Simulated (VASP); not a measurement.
Here is the system:

```yaml
crystal:
  lattice:
    - [3.94637, 0.00000, 0.00000]
    - [0.00000, 3.94637, 0.00000]
    - [0.00000, 0.00000, 3.94637]
  atoms:
    - { symbol: Ti, position: [0.00000, 0.00000, 0.00000] }
    - { symbol: Pt, position: [0.00000, 0.50000, 0.50000] }
    - { symbol: Pt, position: [0.50000, 0.00000, 0.50000] }
    - { symbol: Pt, position: [0.50000, 0.50000, 0.00000] }
```

Method: PBE GGA, VASP's PBE PAW potentials (set 64) (plane waves; VASP). Settings: 480 eV cut-off, 7×7×7 Γ-centred mesh, first-order Methfessel-Paxton smearing of 0.10 eV, potentials Ti_sv Pt.

Unless said otherwise, spin-orbit coupling is left out, though it shifts the bands of the heavy elements here.

### Question
Predict the energy per atom (σ→0), band gap (on the k-mesh) with the smallest direct gap where there is one.

### Answer

The band gap (on the k-mesh) is none (metal, semimetal or under 0.01 eV) and the energy per atom (σ→0) is -7.387 eV/atom.

Total energies compare only between runs with the same potentials, cut-off and functional.

The compound is Pt3Ti in the L1_2 structure. It was relaxed first. The start is the result of an earlier pass.
